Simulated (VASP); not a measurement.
VASP ran on this input.

### KPOINTS
```
Automatic mesh
0
Gamma
5 5 5
0 0 0
```

File POSCAR:
```
Y(TiGa2)2
1
   -3.3929240000     3.3929240000     2.7404560000
    3.3929240000    -3.3929240000     2.7404560000
    3.3929240000     3.3929240000    -2.7404560000
Y Ti Ga
1 2 4
Direct
  0.0036470000  -0.0002510000  -0.0071020000
  0.7556510000   0.2488410000   0.5002350000
  0.2561950000   0.7551690000   0.5050300000
  0.3118480000   0.6944250000   0.0065170000
  0.6942990000   0.3061250000  -0.0014380000
  0.6796780000   0.6933180000   0.3926860000
  0.2986820000   0.3023730000   0.6040720000
```

INCAR:
```
ALGO = Normal
SYSTEM = Y(TiGa2)2
LWAVE = .FALSE.
EDIFF = 1E-6
GGA = PS
ENCUT = 300
SIGMA = 0.136   ! width (eV)
ISMEAR = 0
LREAL = .FALSE.
LCHARG = .FALSE.
NELM = 100   ! most electronic steps
LMAXMIX = 4   ! l cut-off of mixed one-centre charges
PREC = Accurate
LASPH = .TRUE.   ! aspherical one-centre terms
ISIF = 2   ! forces and stress, cell fixed
```

POTCAR, in this order: Y_sv Ti_sv Ga_d (PBE.64 set). Program: vasp_std.

### Question
Translate this PBEsol calculation to Quantum ESPRESSO's pw.x.

### Answer
One equivalent input (not run):
```
&CONTROL
  calculation = 'scf'
  pseudo_dir = './pseudo'
  outdir = './out'
  tprnfor = .true.
  tstress = .true.
/
&SYSTEM
  ibrav = 0
  nat = 7
  ntyp = 3
  ecutwfc = 84
  occupations = 'smearing'
  smearing = 'gaussian'
  degauss = 0.009996
  input_dft = 'pbesol'
/
&ELECTRONS
  conv_thr = 7.3e-08
  electron_maxstep = 100
/
ATOMIC_SPECIES
  Y 88.906 Y.upf
  Ti 47.867 Ti.upf
  Ga 69.723 Ga.upf
CELL_PARAMETERS angstrom
    -3.3929240    3.3929240    2.7404560
     3.3929240   -3.3929240    2.7404560
     3.3929240    3.3929240   -2.7404560
ATOMIC_POSITIONS crystal
  Y    0.0036470 -0.0002510 -0.0071020
  Ti   0.7556510  0.2488410  0.5002350
  Ti   0.2561950  0.7551690  0.5050300
  Ga   0.3118480  0.6944250  0.0065170
  Ga   0.6942990  0.3061250 -0.0014380
  Ga   0.6796780  0.6933180  0.3926860
  Ga   0.2986820  0.3023730  0.6040720
K_POINTS automatic
  5 5 5 0 0 0
```
Limits of the translation: the potentials are each code's own (VASP's PAW set, PseudoDojo norm-conserving files in pw.x), so ENCUT and ecutwfc are chosen apart and not converted; conv_thr bounds pw.x's estimated SCF error, while EDIFF bounds the energy change between steps.

The structure comes from a computed database's Ga4Ti2Y entry (I4/mmm); how it stands against other phases isn't given here. The cell was not relaxed at this level, atoms are displaced from their ideal sites.
